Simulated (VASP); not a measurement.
Runs of VASP 6.6.1 on AlN. All rows change the cell; the cell of one of them follows. The structure is hexagonal, space group P6_3mc (No. 186). The conventional cell has a = 3.054 Å, b = 3.054 Å, c = 4.781 Å, α = 90.00°, β = 90.00°, γ = 120.00°. Around Al (site symmetry 3m) lie 4 N at 1.84 to 1.85 Å. N (site symmetry 3m) has 4 Al at 1.84 to 1.85 Å as nearest neighbours. 

```tsv
cell	gap on the mesh (eV)	pressure (GPa)
relaxed at fixed volume from: a relaxed cell with its volume scaled by 0.91	4.66	22.1
relaxed at fixed volume from: a relaxed cell with its volume scaled by 0.97	4.16	6.3
relaxed at fixed volume from: a relaxed cell with its volume scaled by 1.06	(a)	-10.2
relaxed at fixed volume from: a relaxed cell with its volume scaled by 1.09	3.24	-14.2
relaxed at fixed volume from: a relaxed cell with its volume scaled by 0.94	(b)	13.7
```

Alike in all rows: task relaxation of shape and atoms at fixed volume; level PBE; potentials or basis VASP PAW PBE potentials, release 64 (Al, N); no spin polarisation; k mesh 3 × 3 × 1; cutoff (eV) 520; smearing gaussian 0.02 eV; the mesh is coarse, so values aren't converged.

Q: Fill in the values left out.

A: (a) 3.46; (b) 4.41.

Caveats: all runs use coarse meshes; an odd mesh through Γ misses points on the zone boundary, where band edges often lie (some runs).
